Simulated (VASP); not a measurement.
```xyz
2
Lattice="4.1200 0.0000 0.0000 0.0000 4.1200 0.0000 0.0000 0.0000 4.1200" Properties=species:S:1:pos:R:3 pbc="T T T"
Cs     0.0000     0.0000     0.0000
Cl     2.0600     2.0600     2.0600
```

Computed with SCAN meta-GGA, VASP's PBE PAW potentials (set 64) (plane waves; VASP). Run with 520 eV cut-off, 7×7×7 Γ-centred mesh, tetrahedra with Blöchl corrections, potentials Cs_sv Cl.

Unless said otherwise, spin-orbit coupling is left out, though it shifts the bands of the heavy elements here.

Q: Predict the energy per atom (σ→0), band gap (over mesh and band path) with the smallest direct gap where there is one.

A: 
- band gap (over mesh and band path): 5.90 eV
- smallest direct gap (over mesh and band path): 5.90 eV
- energy per atom (σ→0): -2419.4 kJ/mol-atom

Total energies compare only between runs with the same potentials, cut-off and functional.

The compound is CsCl in the CsCl type structure. The cell was not relaxed at this level.
